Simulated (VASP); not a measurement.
An input for Quantum ESPRESSO's pw.x (written as the equivalent of a VASP run, and not itself run):

```
&CONTROL
  calculation = 'vc-relax'
  pseudo_dir = './pseudo'
  outdir = './out'
  tprnfor = .true.
  tstress = .true.
  nstep = 30
  forc_conv_thr = 0.00039
/
&SYSTEM
  ibrav = 0
  nat = 4
  ntyp = 2
  ecutwfc = 84
  occupations = 'smearing'
  smearing = 'gaussian'
  degauss = 0.003675
  input_dft = 'pbe'
  vdw_corr = 'grimme-d3'
  dftd3_version = 4
  dftd3_threebody = .false.
/
&ELECTRONS
  conv_thr = 7.3e-09
  electron_maxstep = 100
/
&IONS
/
&CELL
  cell_dofree = 'shape'
/
ATOMIC_SPECIES
  Ga 69.723 Ga.upf
  N 14.007 N.upf
CELL_PARAMETERS angstrom
     1.6304086   -2.8239505    0.0000000
     1.6304086    2.8239505    0.0000000
     0.0000000    0.0000000    5.3071751
ATOMIC_POSITIONS crystal
  Ga   0.6666670  0.3333330  0.5000335
  Ga   0.3333330  0.6666670  0.0000335
  N    0.6666670  0.3333330  0.8769665
  N    0.3333330  0.6666670  0.3769665
K_POINTS automatic
  8 8 4 0 0 0
```

**Question.** Write the VASP files for the same calculation (PBE-D3(BJ)).

**Answer.** This is not unique; one that fits is 
POSCAR:
```
GaN
1
    1.6304085845    -2.8239504664     0.0000000000
    1.6304085845     2.8239504664     0.0000000000
    0.0000000000     0.0000000000     5.3071751051
Ga N
2 2
Direct
  0.6666670000   0.3333330000   0.5000334969
  0.3333330000   0.6666670000   0.0000334969
  0.6666670000   0.3333330000   0.8769665031
  0.3333330000   0.6666670000   0.3769665031
```

File KPOINTS:
```
Regular mesh
0
Gamma
8 8 4
```

INCAR:
```
EDIFF = 1E-7
NSW = 30   ! most ionic steps
LWAVE = .False.
LMAXMIX = 4
SYSTEM = GaN
IBRION = 2   ! conjugate gradients
GGA = PE
LASPH = .True.   ! aspherical one-centre terms
EDIFFG = -0.01
LCHARG = .False.
NELM = 100   ! most electronic steps
ALGO = Normal   ! blocked Davidson
LREAL = .False.
ENCUT = 520
SIGMA = 0.05   ! width (eV)
ISMEAR = 0   ! Gaussian
IVDW = 12   ! D3, Becke-Johnson
ISIF = 4
PREC = Accurate
```

POTCAR, in this order: Ga_d N (PBE.64 set). Program: vasp_std.

What does not carry over: the potentials are each code's own (VASP's PAW set, PseudoDojo norm-conserving files in pw.x), so ENCUT and ecutwfc are chosen apart and not converted; conv_thr bounds pw.x's estimated SCF error, while EDIFF bounds the energy change between steps; forc_conv_thr acts on force components and is met together with etot_conv_thr.

The compound is GaN in the wurtzite structure. This cell is one point of a volume scan, at 1.06 of the reference volume. Symmetry was kept, so distortions that lower it aren't found.
